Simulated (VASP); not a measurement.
The input files of a VASP run:

INCAR:
```
# general
SYSTEM   =  Al2Au
PREC     =  Accurate
ENCUT    =  300
LREAL    =  .FALSE.
LASPH    =  .TRUE.

# electronic loop
EDIFF    =  1E-6
NELM     =  100
ALGO     =  Normal
LMAXMIX  =  6

# smearing
ISMEAR   =  0
SIGMA    =  0.136

# functional
GGA      =  PE

# ions
ISIF     =  2

# output
LWAVE    =  .FALSE.
LCHARG   =  .FALSE.
```

File POSCAR:
```
Al2Au
6.029890
  0.0000000000   0.5000000000   0.5000000000
  0.5000000000   0.0000000000   0.5000000000
  0.5000000000   0.5000000000   0.0000000000
Al Au
2 1
direct
  0.2500000000   0.2500000000   0.2500000000
  0.7500000000   0.7500000000   0.7500000000
  0.0000000000   0.0000000000   0.0000000000
```

**KPOINTS**
```
Automatic mesh
0
Gamma
10 10 10
0 0 0
```

POTCAR, in this order: Al Au (PBE.64 set). Program: vasp_std.

### Question
Translate this PBE calculation to Ansatz.

### Answer
One equivalent input (not run):
Ansatz 0.2 input:
```yaml
crystal:
  lattice:
    - [0.0000000, 3.0149450, 3.0149450]
    - [3.0149450, 0.0000000, 3.0149450]
    - [3.0149450, 3.0149450, 0.0000000]
  atoms:
    - { symbol: Al, position: [0.2500000, 0.2500000, 0.2500000] }
    - { symbol: Al, position: [0.7500000, 0.7500000, 0.7500000] }
    - { symbol: Au, position: [0.0000000, 0.0000000, 0.0000000] }
kpoints:
  mp_grid: { grid: [10, 10, 10] }
hamiltonian:
  xc: pbe
  pseudopotentials: { kind: paw }
scf:
  occupations: { method: gaussian, width: 0.136 }
  max_iter: 100
output: { forces: true, stress: true, eigenvalues: true }
```
Limits of the translation: each code has its own PAW files, so the cut-off isn't converted (ENCUT is set for VASP's; basis.ecutwfc is left out, and Ansatz then takes the one that its files recommend); Ansatz stops its SCF on the density residual and VASP on the energy change (EDIFF).

The structure comes from a computed database's Al2Au entry; how it stands against other phases isn't given here. The cell was not relaxed at this level.
